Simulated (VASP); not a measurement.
A run of VASP 6.6.1:

File INCAR:

```
SYSTEM = Li3Ag
  AGGAC = 1.0
  AGGAX = 1.0
  ALDAC = 0.0
  ALDAX = 1.0
  ALGO = Normal
  EDIFF = 1E-6
  EDIFFG = -0.01
  ENCUT = 520
  GGA = B5
  IBRION = 2
  ISIF = 2
  ISMEAR = 1
  IVDW = 11
  LASPH = .True.
  LCHARG = .False.
  LREAL = .False.
  LWAVE = .False.
  NELM = 100
  NSW = 40
  PREC = Accurate
  SIGMA = 0.1
  VDW_S6 = 1.0
  VDW_S8 = 1.682
  VDW_SR = 1.094
  VDW_SR8 = 1.0
```

KPOINTS

```
k-points
0
Gamma
  6 6 4
  0 0 0
```

File POSCAR:

```
Li3Ag
1.0
   -0.0029393100     -3.1198113300     -3.2007131800
    0.0050877900      3.1486804200     -3.2295822700
    6.5129128000      0.0080271000     -0.0021484800
Li Ag
6 2
Direct
    0.0046567400      0.4983928300      0.7472288800
    0.5035192600      0.0008637500      0.2529920900
    0.9972489300      0.4998144500      0.2499495700
    0.4972158900      0.0042787100      0.7512275300
    0.4991232800      0.4983270000      0.9988283800
    0.9976232300      0.0003934100      0.4973274400
    0.5014537000      0.4971440200      0.5018819400
    0.9991589600      0.0007858400      0.0005641700
```

Potentials or basis: VASP PAW PBE potentials, release 64 (Li_sv, Ag).

The run is started by

```bash
$ cat potpaw_PBE.64/Li_sv/POTCAR potpaw_PBE.64/Ag/POTCAR > POTCAR
$ mpirun -np 1 vasp_std > vasp.out
```

Hardware: 1 thread of Intel(R) Xeon(R) 6975P-C (Granite Rapids), with other jobs on the host.

**Question.** Estimate the wall time of this run.

**Answer.** Run time: 6.4 min on 1 thread of Intel(R) Xeon(R) 6975P-C (Granite Rapids) (shared host), peak memory 0.39 GiB. Counts: scf iterations 42, k points 76, ion steps 7.
